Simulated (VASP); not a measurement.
Data:

```
SnO
1.0
    3.83715     0.00000     0.00000
    0.00000     3.83715     0.00000
    0.00000     0.00000     4.83134
Sn O
2 2
Direct
  0.50000   0.00000   0.76000
  0.00000   0.50000   0.24000
  0.50000   0.50000   0.00000
  0.00000   0.00000   0.00000
```

All values below come from TPSS meta-GGA, VASP's PBE PAW potentials (set 64) (plane waves; VASP). Settings: 520 eV cut-off, 7×7×5 Γ-centred mesh, tetrahedra with Blöchl corrections, potentials Sn_d O.

Without a dispersion term in the relaxation, distances and binding between the weakly bound layers, chains or molecules are unreliable, and so is what depends on them. Unless said otherwise, spin-orbit coupling is left out, though it shifts the bands of the heavy elements here.

Question: Estimate the energy per atom (σ→0), band gap (over mesh and band path) with the smallest direct gap where there is one.

Answer: 
```json
{
 "band gap (over mesh and band path)": "0.10 eV",
 "smallest direct gap (over mesh and band path)": "2.00 eV",
 "energy per atom (σ→0)": "-10.915 eV/atom"
}
```

The compound is SnO in the litharge structure. It was relaxed first.
